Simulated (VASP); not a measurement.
Shape and ions are relaxed at each volume.

Energy against volume of MgF$_{2}$ (rutile). Calculation: PBE GGA, VASP's PBE PAW potentials (set 64) (plane waves; VASP).

```
V (Å³/atom)  E (eV/atom)
-----------  -----------
10.592          -5.24179
10.931          -5.25301
11.269          -5.25717
11.607          -5.25532
11.945          -5.24843
```

Fit a third-order Birch-Murnaghan equation of state.

```json
{
  "volume_per_atom": "11.33 Å³/atom",
  "bulk_modulus": "92.1 GPa",
  "pressure_derivative_of_the_bulk_modulus": "4.65"
}
```

The compound is MgF2 in the rutile structure. It was relaxed first.
